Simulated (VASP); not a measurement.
# OsI (Pm-3m) in VASP: reference runs

How does OsI come out in PBE? The cell is run as given.

Program: VASP 6.6.1. These are calculated values, not measurements. Logs are shortened: lines on timing, memory, paths and dates and some standing lists are left out, and cuts for length are marked.

### 1 Starting point

The structure is cubic, space group Pm-3m (No. 221). The conventional cell has a = 3.840 Å, b = 3.840 Å, c = 3.840 Å, α = 90.00°, β = 90.00°, γ = 90.00°. Os (site symmetry m-3m) is surrounded by 8 I at 3.33 Å. I (site symmetry m-3m) is surrounded by 8 Os at 3.33 Å.

The cell was built by a generator and needn't be a form met in nature.

### 2 Single point, PBE

INCAR reads:

```
SYSTEM = OsI
PREC = Accurate
ENCUT = 520
EDIFF = 1E-7
ISMEAR = -1
SIGMA = 0.05
LREAL = .FALSE.
LASPH = .TRUE.
NELM = 80
ALGO = Normal
ISIF = 2
LWAVE = .FALSE.
LCHARG = .TRUE.
GGA = PE
LELF = .TRUE.
LVHAR = .TRUE.
NBANDS = 14
```

KPOINTS reads:

```
regular mesh
0
G
  7 7 7
  0 0 0
```

POSCAR reads:

```
OsI
1.0
    3.8404660000      0.0000000000      0.0000000000
    0.0000000000      3.8404660000      0.0000000000
    0.0000000000      0.0000000000      3.8404660000
Os I
1 1
Direct
    0.5000000000      0.5000000000      0.5000000000
    0.0000000000      0.0000000000      0.0000000000
```

Potentials or basis: VASP PAW PBE potentials, release 64 (Os, I).

Run with:

```
$ cat potpaw_PBE.64/Os/POTCAR potpaw_PBE.64/I/POTCAR > POTCAR
$ mpirun -np 1 vasp_std > vasp.out
```

OUTCAR:

```text
SYSTEM = OsI
   PREC = Accurate
   ENCUT = 520
   EDIFF = 1E-7
   ISMEAR = -1
   LREAL = .FALSE.
   LASPH = .TRUE.
   NELM = 80
   ISIF = 2
   GGA = PE

 ion  position               nearest neighbor table
   1  0.500  0.500  0.500-   2 3.33   2 3.33   2 3.33   2 3.33   2 3.33   2 3.33   2 3.33   2 3.33

   2  0.000  0.000  0.000-   1 3.33   1 3.33   1 3.33   1 3.33   1 3.33   1 3.33   1 3.33   1 3.33

  LATTYP: Found a simple cubic cell.
 ALAT       =     3.8404660000

  Lattice vectors:

 A1 = (   3.8404660000,   0.0000000000,   0.0000000000)
 A2 = (   0.0000000000,   3.8404660000,   0.0000000000)
 A3 = (   0.0000000000,   0.0000000000,   3.8404660000)

Analysis of symmetry for initial positions (statically):
=====================================================================
 Subroutine PRICEL returns:
 Original cell was already a primitive cell.

 Routine SETGRP: Setting up the symmetry group for a
 simple cubic supercell.

 Subroutine GETGRP returns: Found 48 space group operations
 (whereof 48 operations were pure point group operations)
 out of a pool of 48 trial point group operations.

The static configuration has the point symmetry O_h .

Analysis of symmetry for dynamics (positions and initial velocities):
=====================================================================
 Subroutine PRICEL returns:
 Original cell was already a primitive cell.

 Routine SETGRP: Setting up the symmetry group for a
 simple cubic supercell.

 Subroutine GETGRP returns: Found 48 space group operations
 (whereof 48 operations were pure point group operations)
 out of a pool of 48 trial point group operations.

The dynamic configuration has the point symmetry O_h .

 Subroutine INISYM returns: Found 48 space group operations
 (whereof 48 operations are pure point group operations),
 and found     1 'primitive' translations

----------------------------------------------------------------------------------------

                                     Primitive cell

  volume of cell :      56.6437

  direct lattice vectors                    reciprocal lattice vectors
     3.840466000  0.000000000  0.000000000     0.260385068  0.000000000  0.000000000
     0.000000000  3.840466000  0.000000000     0.000000000  0.260385068  0.000000000
     0.000000000  0.000000000  3.840466000     0.000000000  0.000000000  0.260385068

  length of vectors
     3.840466000  3.840466000  3.840466000     0.260385068  0.260385068  0.260385068

  position of ions in fractional coordinates (direct lattice)
     0.500000000  0.500000000  0.500000000
     0.000000000  0.000000000  0.000000000

  ion indices of the primitive-cell ions
   primitive index   ion index
                 1           1
                 2           2

----------------------------------------------------------------------------------------

 KPOINTS: regular mesh

Automatic generation of k-mesh.
 Grid dimensions read from file:
 generate k-points for:    7    7    7

 Generating k-lattice:

  Cartesian coordinates                     Fractional coordinates (reciprocal lattice)
     0.037197867  0.000000000  0.000000000     0.142857143  0.000000000  0.000000000
     0.000000000  0.037197867  0.000000000     0.000000000  0.142857143  0.000000000
     0.000000000  0.000000000  0.037197867     0.000000000  0.000000000  0.142857143

  Length of vectors
     0.037197867  0.037197867  0.037197867

  Shift w.r.t. Gamma in fractional coordinates (k-lattice)
     0.000000000  0.000000000  0.000000000

 Subroutine IBZKPT returns following result:
 ===========================================

 Found     20 irreducible k-points:

 Following reciprocal coordinates:
            Coordinates               Weight
  0.000000  0.000000  0.000000      1.000000
  0.142857  0.000000  0.000000      6.000000
  0.285714  0.000000  0.000000      6.000000
  0.428571  0.000000  0.000000      6.000000
  0.142857  0.142857  0.000000     12.000000
  0.285714  0.142857  0.000000     24.000000
[... 12 lines left out ...]
  0.428571  0.428571  0.285714     24.000000
  0.428571  0.428571  0.428571      8.000000
   k-points           NKPTS =     20   k-points in BZ     NKDIM =     20   number of bands    NBANDS=     14
   number of dos      NEDOS =    301   number of ions     NIONS =      2
   total plane-waves  NPLWV =  27000
   dimension x,y,z NGX =    30 NGY =   30 NGZ =   30
   dimension x,y,z NGXF=    60 NGYF=   60 NGZF=   60
   ions per type =               1   1
   NGX,Y,Z   is equivalent  to a cutoff of  12.99, 12.99, 12.99 a.u.
   NGXF,Y,Z  is equivalent  to a cutoff of  25.97, 25.97, 25.97 a.u.
 SYSTEM =  OsI
   PREC   = accura    normal or accurate (medium, high low for compatibility)
   ISTART =      0    job   : 0-new  1-cont  2-samecut
   ICHARG =      2    charge: 1-file 2-atom 10-const
   ISPIN  =      1    spin polarized calculation?
   LNONCOLLINEAR =      F non collinear calculations
   LSORBIT =      F    spin-orbit coupling
   LASPH  =      T    aspherical Exc in radial PAW
   ENCUT  =  520.0 eV  38.22 Ry    6.18 a.u.   7.14  7.14  7.14*2*pi/ulx,y,z
   NELM   =     80;   NELMIN=  2; NELMDL= -5     # of ELM steps
   EDIFF  = 0.1E-06   stopping-criterion for ELM
   LREAL  =      F    real-space projection
   EDIFFG = 0.1E-05   stopping-criterion for IOM
   NSW    =      0    number of steps for IOM
   IBRION =     -1    ionic relax: 0-MD 1-quasi-New 2-CG
   NFREE  =      0    steps in history (QN), initial steepest desc. (CG)
   ISIF   =      2    stress and relaxation
   ISYM   =      2    0-nonsym 1-usesym 2-fastsym
   POTIM  = 0.5000    time-step for ionic-motion
   TEBEG  =    0.0;   TEEND  =   0.0 temperature during run
   PSTRESS=    0.0 pullay stress
   NELECT =      15.0000    total number of electrons
   NUPDOWN=      -1.0000    fix difference up-down
   EMIN   =  10.00;   EMAX   =-10.00  energy-range for DOS
   EFERMI =   0.00;   METHOD = LEGACY
   ISMEAR =    -1;   SIGMA  =   0.05  broadening in eV -4-tet -1-fermi 0-gaus
   EFERMI_NEDOS =   21; number of points for ismear=-14 and -15
   IALGO  =     38    algorithm
   IMIX   =      4    mixing-type and parameters
     AMIX     =   0.40;   BMIX     =  1.00
     AMIX_MAG =   1.60;   BMIX_MAG =  1.00
  volume/ion in A,a.u.               =      28.32       191.13
  Fermi-wavevector in a.u.,A,eV,Ry     =   1.051287  1.986645 15.037220  1.105205
  Thomas-Fermi vector in A             =   2.186324
   LORBIT       =      0    0 simple, 1 ext, 2 COOP (PROOUT), +10 PAW based schemes
   GGA     = PE    functional components
   LHFCALC =     F    Hartree Fock is set to
   AEXX    =    0.0000 exact exchange contribution
   IVDW    =     0    specifies the selected vdW correction
   LEPSILON=     F    determine dielectric tensor
   LRPA    =     F    only Hartree local field effects (RPA)
 non-spin polarized calculation
  energy-cutoff  :      520.00
  volume of cell :       56.64
 maximum number of plane-waves:      1539
 NGX is ok and might be reduce to    30
   NGX = 15   NGY = 15   NGZ = 15

 number of electron      14.9999998 magnetization

 Free energy of the ion-electron system (eV)
  ---------------------------------------------------
  ext. energy  EPLUGINS =         0.00000000
  ---------------------------------------------------
  free energy    TOTEN  =        -7.53092898 eV

  energy without entropy =       -7.48949196  energy(sigma->0) =       -7.51021047

 E-fermi :   5.2186     XC(G=0): -10.1806

 val. band max:        5.2056388218   @ k =   0.4286   0.2857   0.0000
 cond. band min:       5.2319935868   @ k =   0.4286   0.1429   0.1429
 fundamental gap:      0.0263547650
 Fermi energy:         5.2186491465

 k-point     1 :       0.0000    0.0000    0.0000
  band No.  band energies     occupation
      1      -9.0641      2.00000
      2       2.7567      2.00000
      3       2.7567      2.00000
      4       2.7567      2.00000
      5       3.3969      2.00000
      6       3.3969      2.00000
      7       3.7501      2.00000
      8       4.8062      1.99948
      9       4.8062      1.99948
     10       4.8062      1.99948
     11      11.7479      0.00000
     12      11.7479      0.00000
     13      15.3668      0.00000
     14      15.3668      0.00000

 k-point     2 :       0.1429    0.0000    0.0000
  band No.  band energies     occupation
      1      -8.9721      2.00000
      2       1.3250      2.00000
      3       2.6415      2.00000
      4       2.6415      2.00000
      5       3.4503      2.00000
      6       3.7288      2.00000
      7       4.8209      1.99930
      8       5.0033      1.97342
      9       5.0344      1.95102
     10       5.0344      1.95102
     11      11.5358      0.00000
     12      12.0753      0.00000
     13      14.2353      0.00000
     14      14.2354      0.00000

 k-point     3 :       0.2857    0.0000    0.0000
  band No.  band energies     occupation
      1      -8.7472      2.00000
      2      -0.1765      2.00000
      3       2.4277      2.00000
      4       2.4277      2.00000
      5       3.5766      2.00000
      6       4.4224      2.00000
      7       4.8545      1.99863
      8       5.5545      0.00242
      9       5.5545      0.00242
     10       6.2755      0.00000
     11      11.0692      0.00000
     12      11.0788      0.00000
     13      12.5937      0.00000
     14      12.5937      0.00000
[... 256 lines left out ...]
 k-point    19 :       0.4286    0.4286    0.2857
  band No.  band energies     occupation
      1      -7.9512      2.00000
      2       0.3153      2.00000
      3       0.3517      2.00000
      4       1.1281      2.00000
      5       4.0827      2.00000
      6       4.7833      1.99967
      7       4.9122      1.99565
      8       5.4972      0.00759
      9       5.9477      0.00000
     10       6.3045      0.00000
     11       8.8463      0.00000
     12       9.2131      0.00000
     13      11.1277      0.00000
     14      15.6462      0.00000

 k-point    20 :       0.4286    0.4286    0.4286
  band No.  band energies     occupation
      1      -7.7964      2.00000
      2       0.3077      2.00000
      3       0.3077      2.00000
      4       0.3988      2.00000
      5       5.1114      1.79054
      6       5.1834      1.33839
      7       5.1834      1.33839
      8       6.0450      0.00000
      9       6.0450      0.00000
     10       6.5508      0.00000
     11       7.7575      0.00000
     12       7.7575      0.00000
     13       9.1086      0.00000
     14      18.3759      0.00000

------------------------ aborting loop because EDIFF is reached ----------------------------------------

  FORCE on cell =-STRESS in cart. coord.  units (eV):
  Direction    XX          YY          ZZ          XY          YZ          ZX
  --------------------------------------------------------------------------------------
  -------------------------------------------------------------------------------------
  Total       -6.6441950     -6.6441950     -6.6441950     -0.0000000     -0.0000000      0.0000000
  in kB     -187.9321904   -187.9321904   -187.9321904     -0.0000000     -0.0000000      0.0000000
  external PRESSURE =    -187.9321904 kB  Pullay stress =       0.0000000 kB

 VOLUME and BASIS-vectors are now :
 -----------------------------------------------------------------------------
  energy-cutoff  :      520.00
  volume of cell :       56.64
      direct lattice vectors                 reciprocal lattice vectors
     3.840466000  0.000000000  0.000000000     0.260385068  0.000000000  0.000000000
     0.000000000  3.840466000  0.000000000     0.000000000  0.260385068  0.000000000
     0.000000000  0.000000000  3.840466000     0.000000000  0.000000000  0.260385068

 POSITION                                       TOTAL-FORCE (eV/Angst)
 -----------------------------------------------------------------------------------
      1.92023      1.92023      1.92023         0.000000      0.000000      0.000000
      0.00000      0.00000      0.00000         0.000000      0.000000      0.000000
 -----------------------------------------------------------------------------------
    total drift:                                0.000000      0.000000      0.000000

  FREE ENERGIE OF THE ION-ELECTRON SYSTEM (eV)
  ---------------------------------------------------
  free  energy   TOTEN  =        -7.5309289812 eV

  energy  without entropy=       -7.4894919565  energy(sigma->0) =       -7.51021047
```

Run time: 7.5 s. Hardware: 1 thread of Intel Xeon 6975P-C (Granite Rapids), shared host; peak memory 0.17 GiB.

What came out:

| Item | Value |
| --- | --- |
| Free energy | -7.5309 eV |
| Pressure | -18.8 GPa |
| Band gap on the k mesh | none (metal or under the smearing width) |

Levels at points of the mesh, in eV from the Fermi level:
| k point | band 3 | band 4 | band 5 | band 6 | band 7 | band 8 | band 9 | band 10 | band 11 | band 12 |
| --- | --- | --- | --- | --- | --- | --- | --- | --- | --- | --- |
| (0.00, 0.00, 0.00) | -2.46 | -2.46 | -1.82 | -1.82 | -1.47 | -0.41 | -0.41 | -0.41 | 6.53 | 6.53 |

Caveat: so large a pressure means that the cell lies far from this level's equilibrium, or that cutoff or potentials fall short; an odd number of electrons without spin polarisation forces a metal; a magnetic or distorted state may lie lower.
